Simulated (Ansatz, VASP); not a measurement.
# Cross-check of Ge (Germanium) between VASP and Ansatz

Aim: how closely do two programs agree when they are given the same cell, functional and k mesh? The structure shown comes from an earlier Ansatz run, which isn't shown and may have moved the atoms alone.

Main program and level: Ansatz 0.2.0; plane waves, with VASP 6.6.1 beside it; elastic constants at PBEsol.

**1. Set-up**

The structure is cubic, space group Fd-3m (No. 227). The conventional cell has a = 5.677 Å, b = 5.677 Å, c = 5.677 Å, α = 90.00°, β = 90.00°, γ = 90.00°. Nearest to Ge lie 4 Ge at 2.46 Å.

**2. Ansatz: elastic constants, PBEsol**

Ansatz runs on its default PAW (the set named soft_2) files.

Elastic constants are differences of stresses under small strains, so they test the stress and the mesh.

input.yaml reads:

```yaml
crystal:
  lattice:
    - [0.0, 2.8386733533, 2.8386733533]
    - [2.8386733533, 0.0, 2.8386733533]
    - [2.8386733533, 2.8386733533, 0.0]
  atoms:
    - { symbol: Ge, position: [0.0, 0.0, 0.0] }
    - { symbol: Ge, position: [0.25, 0.25, 0.25] }
kpoints:
  mp_grid: { grid: [16, 16, 16] }
hamiltonian:
  xc: pbesol
scf:
  occupations: { method: fermi_dirac, width: 0.15 }
output:
  forces: true
  stress: true
  eigenvalues: true
elastic:
  mode: relaxed_ion
  amplitude: 0.01
basis:
  ecutwfc: 320
```

The run is started by

```bash
ansatz run input.yaml --threads 8 --pin off --max-ram 14336MiB --backend cpu --events-out ev --progress --plain --runs-dir out
```

Numbers of over 12 decimals in the logs are rounded to 6 here.

Log:

```text
Warning: basis.ecutwfc = 320 eV is below the records' recommended 420 eV, and the density's cutoff is lower with it unless basis.ecutrho_ratio is high enough to keep the records' density cutoff: compare with a run at a higher cutoff
band count auto-derived: 19 (N_el = 28.0; filled up to band 14; 18 by the electrons, moments and atoms)
Engine: ansatz 0.2.0, x86_64-unknown-linux-gnu
Pseudopotentials: kind: paw
Pseudopotential: Ge, paw, valence charge 14, recommended cutoff 420 eV (normal), Ge.paw.azcp
Functional definition: PBEsol
  exchange = pbesol_x
  correlation = pbesol_c
Crystal: 2 atoms, lattice volume = 45.748 Å³
Basis set: ecut = 320 eV, 609 PW (Γ), exchange–correlation on 48×48×48 points (8 copies of the dense FFT grid, shifted against one another)
Bands: 19, of which v1, the nominal top of the filled ones, is band 14 counted from 1 (13 counted from 0)
Symmetry: 48 space group operations
Space group: Fd-3m (ITA 227), of the structure as read, at distance tolerance 3.6e-5 Å
k-points: 145 of 4096
Non-local potential: Ge, projectors of the file, l = 0: 2, l = 1: 2, l = 2: 3, l = 3: 1
PAW form: soft (Blöchl's): semilocal exchange-correlation on the pseudo side does not see the compensation charge
PAW frozen core: Ge, regenerated for the run's functional, and the local potential with it (the file was generated under x = pbe(κ = 0.804, μ = 0.219515), c = pbe(β = 0.066725))
PAW one-centre angular grid: Ge, 590 points (default); XC on 64 Gauss nodes
Initial density: superposition of atomic densities (neutral atoms: chi_scale 0, normalization atom), corrected by the library's trained network
Initial wavefunctions: pseudopotential atomic-orbital guess
Functional: x = pbesol(κ = 0.804, μ = 0.123457), c = pbesol(β = 0.046)
SCF iter   1: F=—  HF=-8506.906559 eV  |F-HF|=—  |Δ(HF+E_count)|=         —  Δρ=2.89e-3  dr2=4.46e-3  ethr=1.77e-3  ⟨swp⟩=5.2  Hψ=12563  notcnv=0
preconditioner: auto → Kerker (q_TF=auto, 2.514 Å⁻¹)  [metal: Δε(μ)=0.083 eV  Ē_g=24.213 eV  σ=0.150 eV  W_gap=0.14  n_scr=14 (ndim 8)  ℏωp=29.1 eV  f_vac=0.080  D(μ)=0.08/eV (n_scr^D=0)]
SCF iter   2: F=—  HF=-8506.901621 eV  |F-HF|=—  |Δ(HF+E_count)|=   4.94e-3  Δρ=1.82e-3  dr2=2.00e-3  ethr=1.59e-5  ⟨swp⟩=2.0  Hψ=5564  notcnv=0
SCF iter   3: F=—  HF=-8506.901634 eV  |F-HF|=—  |Δ(HF+E_count)|=   1.31e-5  Δρ=1.06e-3  dr2=7.85e-4  ethr=7.13e-6  ⟨swp⟩=1.0  Hψ=2755  notcnv=0
SCF iter   4: F=—  HF=-8506.901770 eV  |F-HF|=—  |Δ(HF+E_count)|=   1.37e-4  Δρ=3.18e-4  dr2=5.22e-5  ethr=2.80e-6  ⟨swp⟩=2.0  Hψ=3338  notcnv=0
SCF iter   5: F=—  HF=-8506.901815 eV  |F-HF|=—  |Δ(HF+E_count)|=   4.48e-5  Δρ=1.57e-4  dr2=5.31e-6  ethr=1.86e-7  ⟨swp⟩=2.0  Hψ=4830  notcnv=0
SCF iter   6: F=—  HF=-8506.901811 eV  |F-HF|=—  |Δ(HF+E_count)|=   4.16e-6  Δρ=2.45e-5  dr2=2.23e-7  ethr=1.90e-8  ⟨swp⟩=2.0  Hψ=4789  notcnv=0
SCF iter   7: F=—  HF=-8506.901812 eV  |F-HF|=—  |Δ(HF+E_count)|=   1.28e-6  Δρ=6.97e-6  dr2=7.78e-9  ethr=7.96e-10  ⟨swp⟩=2.0  Hψ=4825  notcnv=0
SCF iter   8: F=—  HF=-8506.901812 eV  |F-HF|=—  |Δ(HF+E_count)|=   1.09e-9  Δρ=8.81e-7  dr2=1.62e-10  ethr=2.78e-11  ⟨swp⟩=2.0  Hψ=4779  notcnv=0
SCF iter   9: F=—  HF=-8506.901812 eV  |F-HF|=—  |Δ(HF+E_count)|=  2.18e-10  Δρ=8.78e-8  dr2=2.31e-12  ethr=5.78e-13 (applied; sched 1.00e-12)  ⟨swp⟩=2.0  Hψ=4866  notcnv=0
SCF iter  10: F=-8506.901812 eV  HF=-8506.901812 eV  |F-HF|=3.64e-12  |Δ(HF+E_count)|=  7.28e-12  Δρ=1.29e-8  dr2=5.09e-14  ethr=1.00e-12  ⟨swp⟩=2.6  Hψ=10394  notcnv=0
SCF 1 converged in 10 iterations: F = -8506.901812 eV  dr2 = 5.09e-14
  greatest PAW one-centre occupation: 0.998 electrons in one spin orbital (limit 2), on the Ge atom at site 1 (counted from 0), in its partial waves of l = 2
Crystal: 2 atoms, lattice volume = 44.833 Å³
Basis set: ecut = 320 eV, 569 PW (Γ), exchange–correlation on 48×48×48 points (8 copies of the dense FFT grid, shifted against one another)
Symmetry: 16 space group operations
k-points: 349 of 4096
Initial density: handed on by an earlier stage of this run
Initial wavefunctions: those handed on with the density
iter 1 solved again at ethr=2.03e-6 eV; its pass at ethr=3.10e-3 eV (dr2=5.70e-4 eV) is discarded
SCF iter   1: F=—  HF=-8506.895494 eV  |F-HF|=—  |Δ(HF+E_count)|=         —  Δρ=1.19e-3  dr2=5.65e-4  ethr=2.03e-6  ⟨swp⟩=2.0  Hψ=39799  notcnv=0
preconditioner: auto → Kerker (q_TF=auto, 2.522 Å⁻¹)  [metal: Δε(μ)=0.039 eV  Ē_g=24.421 eV  σ=0.150 eV  W_gap=0.07  n_scr=14 (ndim 8)  ℏωp=29.3 eV  f_vac=0.052  D(μ)=0.08/eV (n_scr^D=0)]
SCF iter   2: F=—  HF=-8506.895497 eV  |F-HF|=—  |Δ(HF+E_count)|=   2.45e-6  Δρ=7.78e-4  dr2=2.88e-4  ethr=2.02e-6  ⟨swp⟩=1.0  Hψ=6630  notcnv=0
SCF iter   3: F=—  HF=-8506.895482 eV  |F-HF|=—  |Δ(HF+E_count)|=   1.44e-5  Δρ=1.44e-4  dr2=1.65e-5  ethr=1.03e-6  ⟨swp⟩=1.1  Hψ=6658  notcnv=0
[...]
SCF 17 converged in 12 iterations: F = -8506.897515 eV  dr2 = 1.53e-14
relax step   1: F+E_penalty+E_count = -8506.89751502 eV  Δ(F+E_penalty+E_count) = +0.000e0 eV  max|allowed force component| = 1.673e-1 eV/Å  Δτ_max = 0.0000 Å  (12 SCF iters, accepted)
[...]
relax step   2: F+E_penalty+E_count = -8506.89884092 eV  Δ(F+E_penalty+E_count) = -1.326e-3 eV  max|allowed force component| = 1.423e-4 eV/Å  Δτ_max = 0.0079 Å  (10 SCF iters, accepted)
[...]
relax step   3: F+E_penalty+E_count = -8506.89884092 eV  Δ(F+E_penalty+E_count) = -9.586e-10 eV  max|allowed force component| = 1.824e-7 eV/Å  Δτ_max = 0.0000 Å  (6 SCF iters, accepted)
iter 1 solved again at ethr=1.00e-12 eV; its pass at ethr=3.10e-3 eV (dr2=5.41e-12 eV) is discarded
SCF iter   1: F=—  HF=-8506.898827 eV  |F-HF|=—  |Δ(HF+E_count)|=         —  Δρ=1.86e-7  dr2=5.86e-12  ethr=1.00e-12  ⟨swp⟩=1.3  Hψ=52836  notcnv=0
SCF iter   2: F=—  HF=-8506.898841 eV  |F-HF|=—  |Δ(HF+E_count)|=   1.43e-5  Δρ=8.66e-8  dr2=9.11e-13  ethr=2.09e-14 (applied; sched 1.00e-12)  ⟨swp⟩=3.1  Hψ=25507  notcnv=0
SCF iter   3: F=—  HF=-8506.898841 eV  |F-HF|=—  |Δ(HF+E_count)|=  3.64e-12  Δρ=5.67e-8  dr2=4.46e-13  ethr=3.25e-15 (applied; sched 1.00e-12)  ⟨swp⟩=2.0  Hψ=18011  notcnv=0
SCF iter   4: F=—  HF=-8506.898841 eV  |F-HF|=—  |Δ(HF+E_count)|=    0.00e0  Δρ=3.71e-8  dr2=2.16e-13  ethr=1.59e-15 (applied; sched 1.00e-12)  ⟨swp⟩=1.0  Hψ=11799  notcnv=0
SCF iter   5: F=-8506.898841 eV  HF=-8506.898841 eV  |F-HF|=0.00e0  |Δ(HF+E_count)|=    0.00e0  Δρ=1.97e-8  dr2=6.77e-14  ethr=1.00e-12  ⟨swp⟩=2.1  Hψ=34862  notcnv=0
SCF 20 converged in 5 iterations: F = -8506.898841 eV  dr2 = 6.77e-14
SCF converged after 10 iterations
Free energy (F): -8506.901812 eV
Harris-Foulkes:  -8506.901812 eV  (|F-HF|=3.64e-12)
Internal energy: -8506.894197 eV  (E = F + TS)
E sigma→0 (E₀):  -8506.898005 eV
Entropy (-TS):   -0.007615 eV (-3.808 meV/atom)
Fermi energy:    8.374027 eV
--- Per-component energies (eV) ---
  E_band       = -307.610700
  E_kinetic    = 222.776651
  E_local      = -4960.553741  (includes V_loc(G=0)·N_el)
  E_nonlocal   = 843.438877
  E_hartree    = 2174.265375
  E_xc         = -149.797107
  E_vxc        = -129.284345  (∫ρ·V_xc dr)
  E_paw        = -3960.966246  (= ΣΔE_a)
  E_vpaw       = -632.517575  (= ΣTr[D̂ρ^β])
  E_aug_tail   = -0.001321  (compensation charges beyond the density's cutoff)
  E_ewald      = -2677.892557
  E_core_change = 1.835872  (= ΣΔE_core)
  E_smearing   = -0.007615  (= −TS)
  E_closure    = 0.000000  (closes the sum)
  Σ components = -8506.901812   (vs F -8506.901812, Δ=0.00e0)
--- Forces (eV/Å), atoms counted from 1 ---
  atom   1  Ge     0.00000000    -0.00000000    -0.00000000
  atom   2  Ge     0.00000000     0.00000000    -0.00000000
  max |Σ_I F_I| component: 6.48e-17 eV/Å
--- Stress (GPa, compression-positive) ---
        0.004565      -0.000000       0.000000
       -0.000000       0.004565       0.000000
        0.000000       0.000000       0.004565
  P = ⅓ Tr σ = 0.0046 GPa (0.046 kbar)
--- Band table (eV; the first three rows and the last of 145) ---
  k-point 0: bands = [... 10 lower, -4.4158, 8.1854, 8.2998, 8.2998, 8.2998, 10.8237, 10.8237, 10.8237, ... 1 higher]
  k-point 1: bands = [... 10 lower, -4.3682, 7.1180, 8.2033, 8.2033, 9.0483, 10.9549, 10.9549, 11.0199, ... 1 higher]
  k-point 2: bands = [... 10 lower, -4.2267, 5.9113, 7.9686, 7.9686, 9.2511, 11.2694, 11.2694, 11.7153, ... 1 higher]
  k-point 144: bands = [... 10 lower, -0.4651, -0.4651, 4.4130, 4.4130, 12.5408, 12.5408, 12.9290, 12.9290, ... 1 higher]
--- Elastic constants: 2 strain directions × 4 members + reference (group order 48) ---
  dense FFT box of the reference and of every strained cell: 24×24×24
  strains applied: 11, 23; error gains: componentwise 1.00 (the most a stress slope's error grows in a printed constant), spectral 1.73 (1 for all six strains in a standard setting)
  C = ∂σ_k/∂η_j (tension-positive GPa; Voigt order 11 22 33 23 13 12):
       111.372     43.062     43.062      0.000      0.000     -0.000
        43.062    111.372     43.062      0.000      0.000     -0.000
        43.062     43.062    111.372     -0.000      0.000     -0.000
         0.000      0.000      0.000     55.904      0.000     -0.000
        -0.000      0.000      0.000      0.000     55.904      0.000
        -0.000      0.000     -0.000      0.000     -0.000     55.904
  reference stress σ⁰ (GPa):     -0.005     -0.005     -0.005     -0.000     -0.000      0.000
  C* (energy form; C + prestress term) asymmetry max|C*_kj − C*_jk| = 1.421e-14 GPa — a small one proves nothing (zero by symmetry where the batch's group is 432, −43m or m−3m); a large one is finite-difference/SCF noise where every solve meets its electron count
  moduli (Voigt/Reuss/Hill, GPa): K = 65.83/65.83/65.83   G = 47.20/44.56/45.88   E = 111.69   ν = 0.217
  mechanically stable: yes (min eigenvalue of sym C = 55.90 GPa)
  strain η (Voigt 11):  stress-route row diagonal C_11 = 111.37 GPa, energy-path curvature d²(F+E_count+ΔE)/dδ²/Ω₀ = 114.74 GPa
    cells at ±δ against ±2δ: C11 111.28 and 111.01 GPa, apart by 0.24 % of the column's largest entry
         δ    σ_11 (GPa)             F (eV)   n_scf  n_hpsi   n_pw
    -2.000e-2      -2.2894       -8506.8954982      10  138584    596   relax 0 steps, max|allowed force component| 5.55e-17 eV/Å
    -1.000e-2      -1.1294       -8506.9003857       9  182348    604   relax 0 steps, max|allowed force component| 5.90e-17 eV/Å
     1.000e-2       1.0963       -8506.9003933      10  202080    616   relax 0 steps, max|allowed force component| 5.55e-17 eV/Å
     2.000e-2       2.1511       -8506.8957020      10  143243    620   relax 0 steps, max|allowed force component| 5.55e-17 eV/Å
  strain η (Voigt 23):  stress-route row diagonal C_44 = 55.90 GPa, energy-path curvature d²(F+E_count+ΔE)/dδ²/Ω₀ = 62.31 GPa
    cells at ±δ against ±2δ: C44 55.90 and 55.88 GPa, apart by 0.04 % of the column's largest entry
         δ    σ_23 (GPa)             F (eV)   n_scf  n_hpsi   n_pw
    -2.000e-2      -1.1175       -8506.8988409       5  156254    605   relax 3 steps, max|allowed force component| 1.51e-5 eV/Å
    -1.000e-2      -0.5590       -8506.9010734       5  148764    609   relax 3 steps, max|allowed force component| 6.38e-8 eV/Å
     1.000e-2       0.5590       -8506.9010734       5  149332    609   relax 2 steps, max|allowed force component| 3.13e-5 eV/Å
     2.000e-2       1.1175       -8506.8988409       5  150671    605   relax 3 steps, max|allowed force component| 1.82e-7 eV/Å
```

(Continued in part 2 of 2.)

[Lines on the potential files, build, host, timing and source positions are cut from VASP's logs without a mark.]

[Logs are printed without paths, hosts, clocks, repeated set-up lines and the standing remarks that a program may print on its own settings, such as how far it seeks lower states.]

[Hosts, paths, dates, database ids (printed as entryN), source tags and the programs' standing remarks are cut or masked in the printed files.]
